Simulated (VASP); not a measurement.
Input:

```yaml
crystal:
  lattice:
    - [2.15000, -3.72391, 0.00000]
    - [2.15000, 3.72391, 0.00000]
    - [0.00000, 0.00000, 7.01000]
  atoms:
    - { symbol: Cd, position: [0.66667, 0.33333, 0.50000] }
    - { symbol: Cd, position: [0.33333, 0.66667, 0.00000] }
    - { symbol: Se, position: [0.66667, 0.33333, 0.87600] }
    - { symbol: Se, position: [0.33333, 0.66667, 0.37600] }
```

All values below come from PBE GGA, VASP's PBE PAW potentials (set 64) (plane waves; VASP). Run with PREC = Normal, 500 eV cut-off, 4×4×2 Γ-centred mesh, Gaussian smearing of 0.010 eV, potentials Cd_sv_GW Se_GW.

### Question
Estimate the energy per atom (σ→0), pressure.

### Answer

- energy per atom (σ→0): -2.751 eV/atom
- pressure: 1.91 GPa

The absolute energy has meaning only against runs of the same code, potentials and settings.

The compound is CdSe in the wurtzite structure. The cell was not relaxed at this level. The k-mesh is coarse (spacing up to 0.45 per Å, 2π included), so the numbers may not be converged in it.
